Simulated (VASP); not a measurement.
# Lattice of Si2Ni across functionals and dispersion corrections

Which functional gives the lattice of Si2Ni as experiment finds it, and is a dearer one worth its cost? The levels: LDA, PBEsol, PBE, r2SCAN, PBE + D3(BJ), r2SCAN + rVV10, vdW-DF-cx and optB88-vdW. The start is a cell from a database of measured crystal structures.

Method: LDA, DFT+U (Ni d 4 eV), spin-polarised from a ferromagnetic start (one magnetic atom a cell); plane waves and PAW (Si, Ni), in the first sound run; inputs show where later runs differ, in VASP 6.6.1.

Experimental background.

For NiSi2, cubic Fm-3m (bulk crystal), “Metallic Nickel Silicides: Experiments and Theory for NiSi and First Principles Calculations for Other Phases” (2016, arxiv:1602.05840) quotes earlier work: lattice constant a (cubic lattice parameter) 5.406 Å [literature experimental value used as calculation input].

## Step 1: The structure

The structure is cubic, space group Fm-3m (No. 225). Conventional cell: a = 5.406 Å, b = 5.406 Å, c = 5.406 Å, α = 90.00°, β = 90.00°, γ = 90.00°. Nearest to Si lie 4 Ni at 2.34 Å. Nearest to Ni lie 8 Si at 2.34 Å. Farther neighbours are not listed.

Coordinates:

```cif
data_structure
_symmetry_space_group_name_H-M 'P 1'
_symmetry_Int_Tables_number 1
_cell_length_a 3.8226
_cell_length_b 3.8226
_cell_length_c 3.8226
_cell_angle_alpha 60.000
_cell_angle_beta 60.000
_cell_angle_gamma 60.000
_cell_volume 39.50
loop_
_atom_site_label
_atom_site_type_symbol
_atom_site_fract_x
_atom_site_fract_y
_atom_site_fract_z
_atom_site_occupancy
Si1 Si 0.25000 0.25000 0.25000 1
Si2 Si 0.75000 0.75000 0.75000 1
Ni3 Ni 0.00000 0.00000 0.00000 1
```

## Step 2: Magnetic order: ferromagnetic

The properties of a magnet depend on its order, so a few collinear patterns are compared first on the cell as listed, beginning with all moments parallel. LDA, the lowest rung, knows the local density alone. A Hubbard U penalises fractional filling of the localised shell, which semilocal functionals favour.

INCAR

```
SYSTEM = Si2Ni
PREC = Accurate
ENCUT = 400
EDIFF = 1E-06
NELM = 100
ISMEAR = -1
SIGMA = 0.05
LREAL = .FALSE.
ALGO = Normal
GGA = CA
NBANDS = 17
ISPIN = 2
MAGMOM = 0 0 1
LDAU = .TRUE.
LDAUTYPE = 2
LDAUL = -1 2
LDAUU = 0 4
LDAUJ = 0 0
LDAUPRINT = 1
LASPH = .TRUE.
LMAXMIX = 4
LORBIT = 11
LWAVE = .FALSE.
LCHARG = .FALSE.
KPAR = 8
ISIF = 2
```

POSCAR

```
Si2Ni
1.0
    0.0000000000      2.7030000000      2.7030000000
    2.7030000000      0.0000000000      2.7030000000
    2.7030000000      2.7030000000      0.0000000000
Si Ni
2 1
Direct
    0.2500000000      0.2500000000      0.2500000000
    0.7500000000      0.7500000000      0.7500000000
    0.0000000000      0.0000000000      0.0000000000
```

KPOINTS

```
Automatic mesh
0
Gamma
7 7 7
0 0 0
```

The projector-augmented-wave data sets are Si and Ni (PBE family, release 64).

Command:

```
> mpirun -np 8 vasp_std
```

What it wrote:

```text
[banner, memory and clock lines left out]
running    8 mpi-ranks, on    1 nodes
 distrk:  each k-point on    1 cores,    8 groups
 distr:  one band on    1 cores,    1 groups

 POSCAR found type information on POSCAR SiNi
 POSCAR found :  2 types and       3 ions
|                                                                             |
|           W    W    AA    RRRRR   N    N  II  N    N   GGGG   !!!           |
|           W    W   A  A   R    R  NN   N  II  NN   N  G    G  !!!           |
|           W    W  A    A  R    R  N N  N  II  N N  N  G       !!!           |
|           W WW W  AAAAAA  RRRRR   N  N N  II  N  N N  G  GGG   !            |
|           WW  WW  A    A  R   R   N   NN  II  N   NN  G    G                |
|           W    W  A    A  R    R  N    N  II  N    N   GGGG   !!!           |
|                                                                             |
|     For optimal performance we recommend to set                             |
|       NCORE = 2 up to number-of-cores-per-socket                            |
|     NCORE specifies how many cores store one orbital (NPAR=cpu/NCORE).      |
|     This setting can greatly improve the performance of VASP for DFT.       |
|     The default, NCORE=1 might be grossly inefficient on modern             |
|     multi-core architectures or massively parallel machines. Do your        |
|     Unfortunately you need to use the default for GW and RPA                |
|     calculations (for HF NCORE is supported but not extensively tested      |
|     yet).                                                                   |
|                                                                             |

|                                                                             |
|               ----> ADVICE to this user running VASP <----                  |
|                                                                             |
|     You enforced a specific xc type in the INCAR file but a different       |
|     [... a line on the potential file left out ...]
|     I HOPE YOU KNOW WHAT YOU ARE DOING!                                     |
|                                                                             |

 LDA part: xc-table for (Slater(with rela. corr.)+CA(PZ))
 , standard interpolation
 POSCAR, INCAR and KPOINTS ok, starting setup
 FFT: planning ... GRIDC
 FFT: planning ... GRID_SOFT
 FFT: planning ... GRID
 WAVECAR not read
 entering main loop
       N       E                     dE             d eps       ncg     rms          rms(c)
DAV:   1     0.578873863524E+02    0.57887E+02   -0.62854E+03  1376   0.850E+02
DAV:   2    -0.154004073617E+02   -0.73288E+02   -0.66831E+02  1484   0.183E+02
DAV:   3    -0.184797264874E+02   -0.30793E+01   -0.30395E+01  1660   0.439E+01
DAV:   4    -0.185238321881E+02   -0.44106E-01   -0.44052E-01  1618   0.485E+00
DAV:   5    -0.185247177107E+02   -0.88552E-03   -0.88546E-03  1686   0.721E-01    0.140E+01
DAV:   6    -0.201287270085E+02   -0.16040E+01   -0.16593E+01  1439   0.955E+01    0.139E+01
DAV:   7    -0.175142747553E+02    0.26145E+01   -0.57553E+00  1702   0.630E+01    0.270E+00
DAV:   8    -0.174770752848E+02    0.37199E-01   -0.43238E-01  1702   0.710E+00    0.189E+00
DAV:   9    -0.174491382260E+02    0.27937E-01   -0.95090E-02  1626   0.623E+00    0.377E-01
DAV:  10    -0.174492928069E+02   -0.15458E-03   -0.41271E-03  1670   0.730E-01    0.220E-01
DAV:  11    -0.174493010005E+02   -0.81936E-05   -0.32165E-04  1693   0.270E-01    0.741E-02
DAV:  12    -0.174493084877E+02   -0.74873E-05   -0.77600E-05  1932   0.178E-01    0.250E-02
DAV:  13    -0.174493110916E+02   -0.26038E-05   -0.10241E-05  1558   0.425E-02    0.126E-02
DAV:  14    -0.174493111025E+02   -0.10940E-07   -0.13802E-06   848   0.280E-02
   1 F= -.17449311E+02 E0= -.17444659E+02  d E =-.930511E-02  mag=    -0.0002
```

Wall time 7.6 s (8 MPI ranks of AMD EPYC 7R43, shared host); peak memory 1.1 GiB.

The logs omit lines about the potential files and the build; timing stands in the text.

Parts of OUTCAR (step 2):

```text
ion  position               nearest neighbor table
   1  0.250  0.250  0.250-   3 2.34   3 2.34   3 2.34   3 2.34   2 2.70   2 2.70   2 2.70   2 2.70
                             2 2.70   2 2.70
   2  0.750  0.750  0.750-   3 2.34   3 2.34   3 2.34   3 2.34   1 2.70   1 2.70   1 2.70   1 2.70
                             1 2.70   1 2.70
   3  0.000  0.000  0.000-   2 2.34   1 2.34   2 2.34   1 2.34   2 2.34   2 2.34   1 2.34   1 2.34

  LATTYP: Found a face centered cubic cell.
 ALAT       =     5.4060000000

 Subroutine GETGRP returns: Found 48 space group operations
 (whereof 48 operations were pure point group operations)

The static configuration has the point symmetry O_h .

 Found     20 irreducible k-points:

   k-points           NKPTS =     20   k-points in BZ     NKDIM =     20   number of bands    NBANDS=     17

   dimension x,y,z NGX =    28 NGY =   28 NGZ =   28
   dimension x,y,z NGXF=    56 NGYF=   56 NGZF=   56

   ENCUT  =  400.0 eV  29.40 Ry    5.42 a.u.   6.23  6.23  6.23*2*pi/ulx,y,z

   NELECT =      18.0000    total number of electrons

 k-points in reciprocal lattice and weights: Automatic mesh
   0.00000000  0.00000000  0.00000000       0.003
   0.14285714  0.00000000  0.00000000       0.023
   0.28571429  0.00000000  0.00000000       0.023
   0.42857143  0.00000000  0.00000000       0.023
   0.14285714  0.14285714  0.00000000       0.017
   0.28571429  0.14285714  0.00000000       0.070
   0.42857143  0.14285714  0.00000000       0.070
  -0.42857143  0.14285714  0.00000000       0.070
  -0.28571429  0.14285714  0.00000000       0.070
[...]
-0.42857143  0.42857143  0.14285714       0.070
  -0.28571429  0.42857143  0.14285714       0.070

atom =   3  type =  2  l = 2

 onsite density matrix

spin component  1

  0.8521  0.0000  0.0000  0.0000 -0.0000
  0.0000  0.8521  0.0000 -0.0000  0.0000
  0.0000  0.0000  0.9046  0.0000  0.0000
  0.0000 -0.0000  0.0000  0.8521 -0.0000
 -0.0000  0.0000  0.0000 -0.0000  0.9046

spin component  2

 occupancies and eigenvectors

  o =  0.8521  v =  0.0000 -0.9310  0.0000 -0.3650 -0.0000  0.0000  0.0000  0.0000  0.0000  0.0000      0.0000  0.0000  0.0000  0.0000  0.0000  0.0000  0.0000  0.0000  0.0000  0.0000
  o =  0.8521  v =  0.0000  0.3650  0.0000 -0.9310 -0.0000  0.0000  0.0000  0.0000  0.0000  0.0000      0.0000  0.0000  0.0000  0.0000  0.0000  0.0000  0.0000  0.0000  0.0000  0.0000
  o =  0.8521  v =  1.0000  0.0000  0.0000  0.0000  0.0000  0.0000  0.0000  0.0000  0.0000  0.0000      0.0000  0.0000  0.0000  0.0000  0.0000  0.0000  0.0000  0.0000  0.0000  0.0000
  o =  0.8521  v =  0.0000  0.0000  0.0000  0.0000  0.0000  0.0000 -0.5857  0.0000 -0.8106 -0.0000      0.0000  0.0000  0.0000  0.0000  0.0000  0.0000  0.0000  0.0000  0.0000  0.0000
  o =  0.8521  v =  0.0000  0.0000  0.0000  0.0000  0.0000  1.0000  0.0000  0.0000  0.0000  0.0000      0.0000  0.0000  0.0000  0.0000  0.0000  0.0000  0.0000  0.0000  0.0000  0.0000
  o =  0.8521  v =  0.0000  0.0000  0.0000  0.0000  0.0000  0.0000 -0.8106 -0.0000  0.5857  0.0000      0.0000  0.0000  0.0000  0.0000  0.0000  0.0000  0.0000  0.0000  0.0000  0.0000
  o =  0.9046  v =  0.0000  0.0000  0.0000  0.0000  0.0000  0.0000 -0.0000 -0.6556 -0.0000  0.7551      0.0000  0.0000  0.0000  0.0000  0.0000  0.0000  0.0000  0.0000  0.0000  0.0000
  o =  0.9046  v =  0.0000  0.0000  0.0000  0.0000  0.0000  0.0000  0.0000  0.7551  0.0000  0.6556      0.0000  0.0000  0.0000  0.0000  0.0000  0.0000  0.0000  0.0000  0.0000  0.0000
  o =  0.9046  v =  0.0000 -0.0000 -0.9023 -0.0000  0.4312  0.0000  0.0000  0.0000  0.0000  0.0000      0.0000  0.0000  0.0000  0.0000  0.0000  0.0000  0.0000  0.0000  0.0000  0.0000
  o =  0.9046  v =  0.0000 -0.0000 -0.4312  0.0000 -0.9023  0.0000  0.0000  0.0000  0.0000  0.0000      0.0000  0.0000  0.0000  0.0000  0.0000  0.0000  0.0000  0.0000  0.0000  0.0000

 average (electrostatic) potential at core
       1 -79.6176       2 -79.6176       3 -80.9999

 E-fermi :   9.8301

 spin component 1
 k-point     1 :       0.0000    0.0000    0.0000
  band No.  band energies     occupation
    ...
      3       4.5036      1.00000
      4       4.5036      1.00000
      5       5.9413      1.00000
      6       5.9413      1.00000
      7       9.7568      0.81253
      8      11.6532      0.00000
      9      11.6532      0.00000
     10      11.6532      0.00000
     11      12.6071      0.00000
     12      12.6071      0.00000
    ...

 k-point     2 :       0.1429    0.0000    0.0000
  band No.  band energies     occupation
    ...
      3       4.5971      1.00000
      4       4.5971      1.00000
      5       5.9029      1.00000
      6       5.9029      1.00000
      7       8.8610      1.00000
      8      10.7617      0.00000
      9      10.8122      0.00000
     10      10.8122      0.00000
     11      13.1205      0.00000
     12      13.1205      0.00000
    ...

 k-point     3 :       0.2857    0.0000    0.0000
  band No.  band energies     occupation
    ...
      5       5.9120      1.00000
      6       5.9120      1.00000
      7       7.0208      1.00000
      8       9.7515      0.82812
      9       9.7515      0.82812
     10      11.3372      0.00000
     11      12.2873      0.00000
     12      12.2873      0.00000
     13      13.3319      0.00000
     14      16.1655      0.00000
    ...

 k-point     4 :       0.4286    0.0000    0.0000
  band No.  band energies     occupation
    ...
      5       6.1044      1.00000
      6       6.1044      1.00000
      7       6.1100      1.00000
      8       8.9349      1.00000
      9       8.9349      1.00000
     10      11.7914      0.00000
     11      11.8141      0.00000
     12      11.8141      0.00000
     13      12.7388      0.00000
     14      18.6104      0.00000
    ...

 k-point     5 :       0.1429    0.1429    0.0000
  band No.  band energies     occupation
    ...
      5       5.7246      1.00000
      6       6.0096      1.00000
      7       9.5474      0.99651
      8       9.6681      0.96238
      9       9.6681      0.96238
     10      10.8297      0.00000
     11      12.8639      0.00000
     12      12.9894      0.00000
     13      14.8772      0.00000
     14      14.8772      0.00000
    ...

 k-point     6 :       0.2857    0.1429    0.0000
  band No.  band energies     occupation
    ...
      5       5.5349      1.00000
      6       6.0703      1.00000
      7       7.5065      1.00000
      8       8.7441      1.00000
      9       9.3123      0.99997
     10      10.3656      0.00002
     11      13.1438      0.00000
     12      13.6239      0.00000
     13      14.1758      0.00000
     14      14.9010      0.00000
    ...

  Total       -2.0459445     -2.0459445     -2.0459445      0.0000000      0.0000000      0.0000000
  in kB      -82.9920121    -82.9920121    -82.9920121      0.0000000      0.0000000      0.0000000
  external PRESSURE =     -82.9920121 kB  Pullay stress =       0.0000000 kB

  energy-cutoff  :      400.00
  volume of cell :       39.50
      direct lattice vectors                 reciprocal lattice vectors
     0.000000000  2.703000000  2.703000000    -0.184979652  0.184979652  0.184979652
     2.703000000  0.000000000  2.703000000     0.184979652 -0.184979652  0.184979652
     2.703000000  2.703000000  0.000000000     0.184979652  0.184979652 -0.184979652

 POSITION                                       TOTAL-FORCE (eV/Angst)
 -----------------------------------------------------------------------------------
      1.35150      1.35150      1.35150        -0.000000     -0.000000     -0.000000
      4.05450      4.05450      4.05450         0.000000      0.000000      0.000000
      0.00000      0.00000      0.00000         0.000000     -0.000000     -0.000000
 -----------------------------------------------------------------------------------
    total drift:                               -0.000000     -0.000000      0.000000

  FREE ENERGIE OF THE ION-ELECTRON SYSTEM (eV)
  ---------------------------------------------------
  free  energy   TOTEN  =       -17.4493111025 eV

  energy  without entropy=      -17.4400059888  energy(sigma->0) =      -17.44465855

 total charge
# of ion       s       p       d       tot
------------------------------------------
    1        0.742   0.834   0.000   1.576
    2        0.742   0.834   0.000   1.576
    3        0.547   0.771   8.692  10.010
--------------------------------------------------
tot          2.031   2.439   8.692  13.162

 magnetization (x)
# of ion       s       p       d       tot
------------------------------------------
    1       -0.000  -0.000   0.000  -0.000
    2       -0.000  -0.000   0.000  -0.000
    3       -0.000  -0.000   0.000   0.000
--------------------------------------------------
tot         -0.000  -0.000   0.000  -0.000

[... 6 further parts left out ...]
```

The k-mesh is coarse for a metal. A U on the itinerant d states of such a compound is hard to justify; it moves the bands at the Fermi level. The PAW data sets were made with PBE, though LDA sets exist; this is a small mismatch. At this level the cell is under a tension of 8.3 GPa, so at these settings it is away from equilibrium.

Numbers from this step:

```yaml
scf_cycles: 14
electrons: 18
bands: 17
irreducible_k_points: 20
symmetry_operations: 48
free_energy_toten: -17.45 eV
energy_at_zero_smearing: -17.44 eV
fermi_energy: 9.830 eV
pressure: -8.299 GPa
metallic: yes
```

The spin moment in the PAW sphere vanishes on all atoms.

The moments fall under 0.1 μB, and the mesh shows no gap.

(Continued in part 2 of 6.)

[Lines on the potential files, build, host, timing and source positions are cut from VASP's logs without a mark.]

[Logs are printed without paths, hosts, clocks, repeated set-up lines and the standing remarks that a program may print on its own settings, such as how far it seeks lower states.]

[Hosts, paths, dates, database ids (printed as entryN), source tags and the programs' standing remarks are cut or masked in the printed files.]

[A measured line is paired with the nearest computed mode of its activity, which favours agreement.]
